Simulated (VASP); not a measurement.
Calculation: revPBE GGA, VASP's PBE PAW potentials (set 64) (plane waves; VASP).

The input files of a VASP run:

INCAR:
```
! general
SYSTEM = Si
PREC   = Accurate
ENCUT  = 520
LREAL  = .False.
LASPH  = .True.

! electronic loop
EDIFF  = 1E-7
NELM   = 100
ALGO   = Normal

! smearing
ISMEAR = 0
SIGMA  = 0.05

! functional
GGA    = RE

! ions
ISIF   = 2

! output
LWAVE  = .False.
LCHARG = .False.
```

### KPOINTS
```
Automatic mesh
0
Gamma
8 8 8
0 0 0
```

### POSCAR
```
Si
2.7171610
  0.0000000000   1.0000000113   1.0000000113
  1.0000000113   0.0000000000   1.0000000113
  1.0000000113   1.0000000113   0.0000000000
Si
2
Cartesian
  0.0000000000   0.0000000000   0.0000000000
  0.5000000056   0.5000000056   0.5000000056
```

POTCAR, in this order: Si (PBE.64 set). Program: vasp_std.

The run wrote:

File OUTCAR:
```
 ion  position               nearest neighbor table
   1  0.000  0.000  0.000-   2 2.35   2 2.35   2 2.35   2 2.35
   2  0.250  0.250  0.250-   1 2.35   1 2.35   1 2.35   1 2.35
  LATTYP: Found a face centered cubic cell.
 ALAT       =     5.4343220614
 Subroutine PRICEL returns:
 Original cell was already a primitive cell.
 Subroutine GETGRP returns: Found 48 space group operations
The static configuration has the point symmetry T_d .
 The point group associated with its full space group is O_h .
The dynamic configuration has the point symmetry T_d .
 Subroutine INISYM returns: Found 48 space group operations
 Subroutine IBZKPT returns following result:
 Found     29 irreducible k-points:

 Following reciprocal coordinates:
            Coordinates               Weight
  0.000000  0.000000  0.000000      1.000000
  0.125000  0.000000  0.000000      8.000000
  0.250000  0.000000  0.000000      8.000000
  0.375000  0.000000  0.000000      8.000000
  0.500000  0.000000  0.000000      4.000000
  0.125000  0.125000  0.000000      6.000000
  0.250000  0.125000  0.000000     24.000000
  0.375000  0.125000  0.000000     24.000000
  0.500000  0.125000  0.000000     24.000000
 -0.375000  0.125000  0.000000     24.000000
 -0.250000  0.125000  0.000000     24.000000
 -0.125000  0.125000  0.000000     12.000000
  0.250000  0.250000  0.000000      6.000000
  0.375000  0.250000  0.000000     24.000000
  0.500000  0.250000  0.000000     24.000000
 -0.375000  0.250000  0.000000     24.000000
 -0.250000  0.250000  0.000000     12.000000
  0.375000  0.375000  0.000000      6.000000
  0.500000  0.375000  0.000000     24.000000
 -0.375000  0.375000  0.000000     12.000000
  0.500000  0.500000  0.000000      3.000000
  0.375000  0.250000  0.125000     24.000000
  0.500000  0.250000  0.125000     48.000000
...
```

OSZICAR:
```
       N       E                     dE             d eps       ncg     rms          rms(c)
DAV:   1     0.814750489984E+01    0.81475E+01   -0.34659E+03   464   0.791E+02
DAV:   2    -0.103263388527E+02   -0.18474E+02   -0.17681E+02   744   0.837E+01
DAV:   3    -0.105659102674E+02   -0.23957E+00   -0.23957E+00   544   0.121E+01
DAV:   4    -0.105672693198E+02   -0.13591E-02   -0.13591E-02   768   0.106E+00
DAV:   5    -0.105672699324E+02   -0.61259E-06   -0.61259E-06   560   0.226E-02    0.556E+00
DAV:   6    -0.104618465843E+02    0.10542E+00   -0.68080E-02   584   0.142E+00    0.340E+00
DAV:   7    -0.104152115742E+02    0.46635E-01   -0.13311E-01   616   0.217E+00    0.163E-01
DAV:   8    -0.104168726079E+02   -0.16610E-02   -0.39195E-03   520   0.476E-01    0.891E-02
DAV:   9    -0.104173927470E+02   -0.52014E-03   -0.71659E-04   600   0.195E-01    0.563E-02
DAV:  10    -0.104174295326E+02   -0.36786E-04   -0.40913E-05   616   0.514E-02    0.824E-03
DAV:  11    -0.104174341343E+02   -0.46016E-05   -0.79270E-06   608   0.212E-02    0.502E-03
DAV:  12    -0.104174343866E+02   -0.25232E-06   -0.78630E-07   576   0.772E-03    0.273E-03
DAV:  13    -0.104174345037E+02   -0.11708E-06   -0.74111E-09   464   0.813E-04    0.174E-04
DAV:  14    -0.104174345208E+02   -0.17073E-07   -0.96795E-10   320   0.292E-04
   1 F= -.10417435E+02 E0= -.10417435E+02  d E =-.211898E-13
```

File OUTCAR:
```
------------------------ aborting loop because EDIFF is reached ----------------------------------------
  FORCE on cell =-STRESS in cart. coord.  units (eV):
  Direction    XX          YY          ZZ          XY          YZ          ZX
  --------------------------------------------------------------------------------------
  Total        0.7061164      0.7061164      0.7061164      0.0000000      0.0000000      0.0000000
  in kB       28.1975077     28.1975077     28.1975077      0.0000000      0.0000000      0.0000000
  external PRESSURE =      28.1975077 kB  Pullay stress =       0.0000000 kB
  volume of cell :       40.12
      direct lattice vectors                 reciprocal lattice vectors
     0.000000000  2.717161031  2.717161031    -0.184015594  0.184015594  0.184015594
     2.717161031  0.000000000  2.717161031     0.184015594 -0.184015594  0.184015594
     2.717161031  2.717161031  0.000000000     0.184015594  0.184015594 -0.184015594
 POSITION                                       TOTAL-FORCE (eV/Angst)
 -----------------------------------------------------------------------------------
      0.00000      0.00000      0.00000         0.000000      0.000000      0.000000
      1.35858      1.35858      1.35858        -0.000000     -0.000000     -0.000000
 -----------------------------------------------------------------------------------
    total drift:                               -0.000000     -0.000000     -0.000000
  FREE ENERGIE OF THE ION-ELECTRON SYSTEM (eV)
  ---------------------------------------------------
  free  energy   TOTEN  =       -10.4174345208 eV

  energy  without entropy=      -10.4174345208  energy(sigma->0) =      -10.41743452
```
(Selected blocks of OUTCAR.)

The compound is Si in the diamond structure. This cell is one point of a volume scan, at 0.97 of the reference volume.
